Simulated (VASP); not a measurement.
Crystal: WAu.

```
CELL_PARAMETERS angstrom
0.00000 2.74798 2.74798
2.74798 0.00000 2.74798
2.74798 2.74798 0.00000
ATOMIC_POSITIONS crystal
W 0.00000 0.00000 0.00000
Au 0.75000 0.75000 0.75000
```

The cell was built by a generator and needn't be a form met in nature.

* Program: VASP 6.6.1
* Task: relaxation of cell and atoms
* Functional: revPBE
* Potentials or basis: VASP PAW PBE potentials, release 64 (W_sv, Au)
* Cutoff: 600 eV
* k mesh: 8 × 8 × 8
* Occupations: fermi-dirac, width 0.05 eV
* Spin: no spin polarisation

At the start: pressure 35.2 GPa; volume 20.75 Å³/atom.

Task: How do energy, volume and symmetry change on relaxing?

Result: Over 5 steps the energy falls by 385.3 meV/atom and the volume is 24.96 Å³/atom (+20.3 %); space group F-43m (No. 216, to 0.05 Å).

The path:
| step | energy change (eV) | largest force (eV/Å) | pressure (GPa) | volume (Å³) |
| --- | --- | --- | --- | --- |
| 1 | 0.0000 | 0.0000 | 35.16 | 41.50 |
| 2 | 1.2797 | 0.0000 | -16.49 | 75.31 |
| 3 | -0.7571 | 0.0000 | -3.06 | 51.30 |
| 4 | -0.7696 | 0.0000 | -0.86 | 50.29 |
| 5 | -0.7706 | 0.0000 | 0.03 | 49.92 |

Final structure:
```
CELL_PARAMETERS angstrom
0.00000 2.92240 2.92240
2.92240 0.00000 2.92240
2.92240 2.92240 0.00000
ATOMIC_POSITIONS crystal
W 0.00000 0.00000 0.00000
Au 0.75000 0.75000 0.75000
```

Caveat: the volume moved by over 15 % at a fixed basis, so the end points are rough; the PAW data sets were made with another functional, which shifts forces and pressure a little.
